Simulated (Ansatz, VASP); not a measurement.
# Tb in two plane-wave programs

One calculation is typed for both programs; each brings its own data sets and cutoff. How far apart do they land?

Method: plane waves, with VASP 6.6.1 beside it; single point at PBEsol with D3(BJ), DFT+U, in Ansatz 0.2.0.

In doubt: a part-filled 4f shell, where there is one, can sit in one of many states, so energies may not be the lowest and differences between runs may mislead; derivatives with an open 4f shell can jump between states, which bears on forces and vibrations.

## (1) Starting point

The structure is hexagonal, space group P6_3/mmc (No. 194). The conventional cell has a = 3.601 Å, b = 3.601 Å, c = 5.694 Å, α = 90.00°, β = 90.00°, γ = 120.00°. Nearest to Tb lie 12 Tb at 3.53 to 3.60 Å.

## (2) VASP: single point, PBEsol with D3(BJ), DFT+U

With cell and atoms fixed, the geometry can't cause a difference; cores, projectors, grids and the points listed under the comparison can.

Lines of VASP's logs that name or quote its potential files are left out, and so is its time.

Contents of INCAR:

```
SYSTEM = Tb
PREC = Accurate
ENCUT = 450
EDIFF = 1E-06
NELM = 150
ISMEAR = 1
SIGMA = 0.2
LREAL = .FALSE.
ALGO = Normal
GGA = PS
IVDW = 12
NBANDS = 33
ISPIN = 2
MAGMOM = 6 6
LDAU = .TRUE.
LDAUTYPE = 2
LDAUL = 3
LDAUU = 6
LDAUJ = 0
LDAUPRINT = 1
LASPH = .TRUE.
LMAXMIX = 6
AMIX = 0.2
BMIX = 1E-04
AMIX_MAG = 0.8
BMIX_MAG = 1E-04
LORBIT = 11
LWAVE = .FALSE.
LCHARG = .FALSE.
KPAR = 4
ISIF = 2
```

Contents of POSCAR:

```
Tb
1.0
    3.6010000000      0.0000000000      0.0000000000
   -1.8005000000      3.1185574790      0.0000000000
    0.0000000000      0.0000000000      5.6936000000
Tb
2
Direct
    0.3333333333      0.6666666667      0.2500000000
    0.6666666667      0.3333333333      0.7500000000
```

Contents of KPOINTS:

```
Automatic mesh
0
Gamma
7 7 4
0 0 0
```

PAW data sets: Tb (PBE family, release 64).

Run with:

```console
> mpirun -np 4 vasp_std
```

Numbers of over 12 decimals in the logs are rounded to 6 here.

Output:

```text
[banner, memory and clock lines left out]
running    4 mpi-ranks, on    1 nodes
 distrk:  each k-point on    1 cores,    4 groups
 distr:  one band on    1 cores,    1 groups

 POSCAR found type information on POSCAR Tb
 POSCAR found :  1 types and       2 ions
|                                                                             |
|               ----> ADVICE to this user running VASP <----                  |
|                                                                             |
|     You enforced a specific xc type in the INCAR file but a different       |
|     [... a line on the potential file left out ...]
|     I HOPE YOU KNOW WHAT YOU ARE DOING!                                     |
|                                                                             |

 LDA part: xc-table for (Slater+PW92), standard interpolation
 POSCAR, INCAR and KPOINTS ok, starting setup
 FFT: planning ... GRIDC
 FFT: planning ... GRID_SOFT
 FFT: planning ... GRID
 WAVECAR not read
 entering main loop
       N       E                     dE             d eps       ncg     rms          rms(c)
DAV:   1     0.264902036071E+03    0.26490E+03   -0.11549E+04  4608   0.489E+03
DAV:   2     0.462635734403E+02   -0.21864E+03   -0.19327E+03  4329   0.450E+02
DAV:   3     0.145280841821E+00   -0.46118E+02   -0.42815E+02  4620   0.142E+02
DAV:   4    -0.775971553194E+01   -0.79050E+01   -0.78467E+01  6132   0.506E+01
DAV:   5    -0.858926292320E+01   -0.82955E+00   -0.82772E+00  6001   0.171E+01    0.703E+01
DAV:   6    -0.136837705352E+02   -0.50945E+01   -0.31439E+01  4242   0.129E+02    0.992E+01
DAV:   7    -0.138603190761E+02   -0.17655E+00   -0.30399E+00  5645   0.165E+01    0.969E+01
DAV:   8    -0.127180380381E+02    0.11423E+01   -0.29421E+01  4725   0.679E+01    0.124E+02
DAV:   9    -0.132881935495E+02   -0.57016E+00   -0.14736E+00  5492   0.107E+01    0.933E+01
DAV:  10    -0.138536007516E+02   -0.56541E+00   -0.41767E+00  4292   0.348E+01    0.919E+01
DAV:  11    -0.141660272293E+02   -0.31243E+00   -0.24323E+00  5951   0.176E+01    0.982E+01
DAV:  12    -0.151018943710E+02   -0.93587E+00   -0.37863E+00  4891   0.273E+01    0.498E+01
DAV:  13    -0.153898941531E+02   -0.28800E+00   -0.72600E-01  5116   0.124E+01    0.314E+01
DAV:  14    -0.155313161154E+02   -0.14142E+00   -0.14156E+00  5590   0.106E+01    0.218E+01
[...]
DAV:  37    -0.157999084086E+02   -0.10410E-04   -0.32000E-06  3406   0.240E-02    0.120E+00
DAV:  38    -0.157999157479E+02   -0.73393E-05   -0.29300E-06  3511   0.151E-02    0.901E-01
DAV:  39    -0.157999301768E+02   -0.14429E-04   -0.59434E-06  4265   0.306E-02    0.686E-01
DAV:  40    -0.157999468281E+02   -0.16651E-04   -0.10255E-05  4553   0.421E-02    0.404E-01
DAV:  41    -0.157999618662E+02   -0.15038E-04   -0.10868E-05  4815   0.430E-02    0.297E-01
DAV:  42    -0.157999744454E+02   -0.12579E-04   -0.35153E-05  4602   0.849E-02    0.695E-02
DAV:  43    -0.157999768449E+02   -0.23996E-05   -0.10806E-05  5030   0.297E-02    0.116E-01
DAV:  44    -0.157999773112E+02   -0.46633E-06   -0.27791E-06  3491   0.224E-02
   1 F= -.16641969E+02 E0= -.16622041E+02  d E =-.597841E-01  mag=    12.7024
```

OUTCAR, selected parts (step 2):

```text
ion  position               nearest neighbor table
   1  0.333  0.667  0.250-   2 3.53   2 3.53   2 3.53   2 3.53   2 3.53   2 3.53
   2  0.667  0.333  0.750-   1 3.53   1 3.53   1 3.53   1 3.53   1 3.53   1 3.53

  LATTYP: Found a hexagonal cell.
 ALAT       =     3.6010000000
 C/A-ratio  =     1.5811163566

 Subroutine GETGRP returns: Found 24 space group operations
 (whereof 12 operations were pure point group operations)

The static configuration has the point symmetry D_3d.
 The point group associated with its full space group is D_6h.

 Found     24 irreducible k-points:

   k-points           NKPTS =     24   k-points in BZ     NKDIM =     24   number of bands    NBANDS=     33

   dimension x,y,z NGX =    28 NGY =   28 NGZ =   40
   dimension x,y,z NGXF=    56 NGYF=   56 NGZF=   80

   ENCUT  =  450.0 eV  33.07 Ry    5.75 a.u.   6.23  6.23  9.85*2*pi/ulx,y,z

   NELECT =      38.0000    total number of electrons

 k-points in reciprocal lattice and weights: Automatic mesh
   0.00000000  0.00000000  0.00000000       0.005
   0.14285714 -0.00000000  0.00000000       0.031
   0.28571429  0.00000000  0.00000000       0.031
   0.42857143 -0.00000000  0.00000000       0.031
   0.14285714  0.14285714  0.00000000       0.031
   0.28571429  0.14285714  0.00000000       0.061
   0.42857143  0.14285714  0.00000000       0.031
   0.28571429  0.28571429  0.00000000       0.031
   0.00000000  0.00000000  0.25000000       0.010
[...]
0.42857143  0.14285714  0.50000000       0.031
   0.28571429  0.28571429  0.50000000       0.031

atom =   1  type =  1  l = 3

 onsite density matrix

spin component  1

  0.9900 -0.0000 -0.0000  0.0000  0.0000  0.0000 -0.0000
 -0.0000  0.9886 -0.0000  0.0000 -0.0000 -0.0000  0.0000
 -0.0000 -0.0000  0.9892 -0.0000  0.0000  0.0000 -0.0000
  0.0000  0.0000 -0.0000  0.9900 -0.0000 -0.0000  0.0000
  0.0000 -0.0000  0.0000 -0.0000  0.9892 -0.0000 -0.0000
  0.0000 -0.0000  0.0000 -0.0000 -0.0000  0.9886  0.0000
 -0.0000  0.0000 -0.0000  0.0000 -0.0000  0.0000  0.9893

spin component  2

  0.0007  0.0000 -0.0000  0.0000 -0.0000 -0.0000  0.0000
  0.0000  0.6013  0.0000  0.0000 -0.0000  0.0000  0.0000
 -0.0000  0.0000  0.0006 -0.0000 -0.0000  0.0000  0.0000
  0.0000  0.0000 -0.0000  0.0006  0.0000 -0.0000  0.0000
 -0.0000 -0.0000 -0.0000  0.0000  0.0006 -0.0000 -0.0000
 -0.0000  0.0000  0.0000 -0.0000 -0.0000  0.6013  0.0000
  0.0000  0.0000  0.0000  0.0000 -0.0000  0.0000  0.0004

 occupancies and eigenvectors

  o =  0.0004  v =  0.0000  0.0000  0.0000  0.0000  0.0000  0.0000  0.0000  0.0000  0.0000  0.0000 -0.0000 -0.0000  0.0000 -1.0000      0.0000  0.0000  0.0000  0.0000  0.0000  0.0000  0.0000  0.0000  0.0000  0.0000  0.0000  0.0000  0.0000  0.0000
  o =  0.0006  v =  0.0000  0.0000  0.0000  0.0000  0.0000  0.0000  0.0000  0.0000  0.0000 -0.0000 -1.0000 -0.0000 -0.0000  0.0000      0.0000  0.0000  0.0000  0.0000  0.0000  0.0000  0.0000  0.0000  0.0000  0.0000  0.0000  0.0000  0.0000  0.0000
  o =  0.0006  v =  0.0000  0.0000  0.0000  0.0000  0.0000  0.0000  0.0000 -0.0000  0.0000 -1.0000  0.0000 -0.0026  0.0000  0.0000      0.0000  0.0000  0.0000  0.0000  0.0000  0.0000  0.0000  0.0000  0.0000  0.0000  0.0000  0.0000  0.0000  0.0000
  o =  0.0006  v =  0.0000  0.0000  0.0000  0.0000  0.0000  0.0000  0.0000  0.0000 -0.0000  0.0026  0.0000 -1.0000 -0.0000  0.0000      0.0000  0.0000  0.0000  0.0000  0.0000  0.0000  0.0000  0.0000  0.0000  0.0000  0.0000  0.0000  0.0000  0.0000
  o =  0.0007  v =  0.0000  0.0000  0.0000  0.0000  0.0000  0.0000  0.0000 -1.0000  0.0000  0.0000 -0.0000  0.0000 -0.0000 -0.0000      0.0000  0.0000  0.0000  0.0000  0.0000  0.0000  0.0000  0.0000  0.0000  0.0000  0.0000  0.0000  0.0000  0.0000
  o =  0.6013  v =  0.0000  0.0000  0.0000  0.0000  0.0000  0.0000  0.0000  0.0000 -0.1267 -0.0000  0.0000 -0.0000 -0.9919 -0.0000      0.0000  0.0000  0.0000  0.0000  0.0000  0.0000  0.0000  0.0000  0.0000  0.0000  0.0000  0.0000  0.0000  0.0000
  o =  0.6013  v =  0.0000  0.0000  0.0000  0.0000  0.0000  0.0000  0.0000  0.0000  0.9919  0.0000  0.0000 -0.0000 -0.1267  0.0000      0.0000  0.0000  0.0000  0.0000  0.0000  0.0000  0.0000  0.0000  0.0000  0.0000  0.0000  0.0000  0.0000  0.0000
[...]
o =  0.6013  v =  0.0000  0.0000  0.0000  0.0000  0.0000  0.0000  0.0000 -0.0000 -0.0765 -0.0000 -0.0000 -0.0000  0.9971 -0.0000      0.0000  0.0000  0.0000  0.0000  0.0000  0.0000  0.0000  0.0000  0.0000  0.0000  0.0000  0.0000  0.0000  0.0000
  o =  0.6013  v =  0.0000  0.0000  0.0000  0.0000  0.0000  0.0000  0.0000  0.0000 -0.9971  0.0000  0.0000  0.0000 -0.0765 -0.0000      0.0000  0.0000  0.0000  0.0000  0.0000  0.0000  0.0000  0.0000  0.0000  0.0000  0.0000  0.0000  0.0000  0.0000
  o =  0.9886  v = -0.0000  0.9940 -0.0000  0.0000  0.0000  0.1097 -0.0000  0.0000  0.0000  0.0000  0.0000  0.0000  0.0000  0.0000      0.0000  0.0000  0.0000  0.0000  0.0000  0.0000  0.0000  0.0000  0.0000  0.0000  0.0000  0.0000  0.0000  0.0000
  o =  0.9886  v = -0.0000 -0.1097  0.0000  0.0000 -0.0000  0.9940 -0.0000  0.0000  0.0000  0.0000  0.0000  0.0000  0.0000  0.0000      0.0000  0.0000  0.0000  0.0000  0.0000  0.0000  0.0000  0.0000  0.0000  0.0000  0.0000  0.0000  0.0000  0.0000
  o =  0.9892  v = -0.0000 -0.0000 -1.0000 -0.0000  0.0000  0.0000 -0.0000  0.0000  0.0000  0.0000  0.0000  0.0000  0.0000  0.0000      0.0000  0.0000  0.0000  0.0000  0.0000  0.0000  0.0000  0.0000  0.0000  0.0000  0.0000  0.0000  0.0000  0.0000
  o =  0.9892  v =  0.0000  0.0000 -0.0000 -0.0000 -1.0000 -0.0000 -0.0000  0.0000  0.0000  0.0000  0.0000  0.0000  0.0000  0.0000      0.0000  0.0000  0.0000  0.0000  0.0000  0.0000  0.0000  0.0000  0.0000  0.0000  0.0000  0.0000  0.0000  0.0000
  o =  0.9893  v = -0.0000 -0.0000  0.0000  0.0000  0.0000 -0.0000 -1.0000  0.0000  0.0000  0.0000  0.0000  0.0000  0.0000  0.0000      0.0000  0.0000  0.0000  0.0000  0.0000  0.0000  0.0000  0.0000  0.0000  0.0000  0.0000  0.0000  0.0000  0.0000
  o =  0.9900  v =  1.0000  0.0000 -0.0000  0.0000  0.0000  0.0000 -0.0000  0.0000  0.0000  0.0000  0.0000  0.0000  0.0000  0.0000      0.0000  0.0000  0.0000  0.0000  0.0000  0.0000  0.0000  0.0000  0.0000  0.0000  0.0000  0.0000  0.0000  0.0000
  o =  0.9900  v =  0.0000 -0.0000  0.0000 -1.0000  0.0000  0.0000 -0.0000  0.0000  0.0000  0.0000  0.0000  0.0000  0.0000  0.0000      0.0000  0.0000  0.0000  0.0000  0.0000  0.0000  0.0000  0.0000  0.0000  0.0000  0.0000  0.0000  0.0000  0.0000

 average (electrostatic) potential at core
       1 -41.4532       2 -41.4532

 E-fermi :   2.7691

 spin component 1
 k-point     1 :       0.0000    0.0000    0.0000
  band No.  band energies     occupation
    ...
     20      -3.3697      1.00000
     21      -3.3488      1.00000
     22      -3.3488      1.00000
     23      -2.3705      1.00000
     24       0.3630      1.00000
     25       3.9638     -0.00000
     26       4.4133     -0.00000
     27       4.4133     -0.00000
     28       4.5849     -0.00000
     29       5.0916     -0.00000
    ...

 k-point     2 :       0.1429   -0.0000    0.0000
  band No.  band energies     occupation
    ...
     20      -3.3624      1.00000
     21      -3.3472      1.00000
     22      -3.3419      1.00000
     23      -1.8900      1.00000
     24       0.8174      1.00000
     25       3.4176     -0.00002
     26       3.5864     -0.00000
     27       4.5956     -0.00000
     28       4.8916     -0.00000
     29       5.2102     -0.00000
    ...

 k-point     3 :       0.2857    0.0000    0.0000
  band No.  band energies     occupation
    ...
     21      -3.3437      1.00000
     22      -3.3238      1.00000
     23      -0.6829      1.00000
     24       1.5039      1.00000
     25       2.4309      1.01895
     26       2.8788      0.10447
     27       4.1135     -0.00000
     28       4.6041     -0.00000
     29       4.6779     -0.00000
     30       6.2388     -0.00000
    ...

 k-point     4 :       0.4286   -0.0000    0.0000
  band No.  band energies     occupation
    ...
     22      -3.3071      1.00000
     23       0.4957      1.00000
     24       1.2724      1.00000
     25       1.7901      1.00000
     26       2.7554      0.55751
     27       4.2562     -0.00000
     28       4.2690     -0.00000
     29       4.6968     -0.00000
     30       7.9773      0.00000
     31       8.0252      0.00000
    ...

 k-point     5 :       0.1429    0.1429    0.0000
  band No.  band energies     occupation
    ...
     21      -3.3353      1.00000
     22      -3.3350      1.00000
     23      -1.0267      1.00000
     24       1.5204      1.00000
     25       2.7252      0.68090
     26       2.8563      0.16688
     27       4.1435     -0.00000
     28       4.4408     -0.00000
     29       5.1120     -0.00000
     30       5.6369     -0.00000
    ...

 k-point     6 :       0.2857    0.1429    0.0000
  band No.  band energies     occupation
    ...
     22      -3.3148      1.00000
     23       0.2945      1.00000
     24       1.7831      1.00000
     25       2.0301      1.00000
     26       2.5362      1.03485
     27       3.9701     -0.00000
     28       4.3390     -0.00000
     29       4.5417     -0.00000
     30       6.5927     -0.00000
     31       7.4039      0.00000
    ...

 Edisp (eV)   -0.84199

  Total      -0.82492    -0.82492    -0.77633     0.00000    -0.00000     0.00000
  in kB     -20.67091   -20.67091   -19.45320     0.00000    -0.00000     0.00000
  external pressure =      -20.27 kB  Pullay stress =        0.00 kB

  energy-cutoff  :      450.00
  volume of cell :       63.94
      direct lattice vectors                 reciprocal lattice vectors
     3.601000000  0.000000000  0.000000000     0.277700639  0.160330539  0.000000000
    -1.800500000  3.118557479  0.000000000     0.000000000  0.320661077  0.000000000
     0.000000000  0.000000000  5.693600000     0.000000000  0.000000000  0.175635802

 POSITION                                       TOTAL-FORCE (eV/Angst)
 -----------------------------------------------------------------------------------
     -0.00000      2.07904      1.42340        -0.000000      0.000000      0.000000
      1.80050      1.03952      4.27020         0.000000     -0.000000      0.000000
 -----------------------------------------------------------------------------------
    total drift:                               -0.000000      0.000000     -0.000000

  FREE ENERGIE OF THE ION-ELECTRON SYSTEM (eV)
  ---------------------------------------------------
  free  energy   TOTEN  =       -16.6419694229 eV

  energy  without entropy=      -16.5821852924  energy(sigma->0) =      -16.62204138

 total charge
# of ion       s       p       d       f       tot
--------------------------------------------------
    1        2.086   5.590   0.515   8.124  16.315
    2        2.086   5.590   0.515   8.124  16.315
--------------------------------------------------
tot          4.171  11.180   1.031  16.248  32.631

 magnetization (x)
# of ion       s       p       d       f       tot
--------------------------------------------------
    1        0.003  -0.025   0.176   5.716   5.869
    2        0.003  -0.025   0.176   5.716   5.869
--------------------------------------------------
tot          0.006  -0.051   0.351  11.432  11.737

[... 6 further parts left out ...]
```

DFT+U on an f shell has many metastable occupations, and no search among them was made. At this level the cell is under a tension of 2.0 GPa, so at these settings it is away from equilibrium. Dispersion corrections of this kind ignore metallic screening and tend to overbind metals.

[end of part 1 of 2]

[Lines on the potential files, build, host, timing and source positions are cut from VASP's logs without a mark.]

[Logs are printed without paths, hosts, clocks, repeated set-up lines and the standing remarks that a program may print on its own settings, such as how far it seeks lower states.]

[Hosts, paths, dates, database ids (printed as entryN), source tags and the programs' standing remarks are cut or masked in the printed files.]
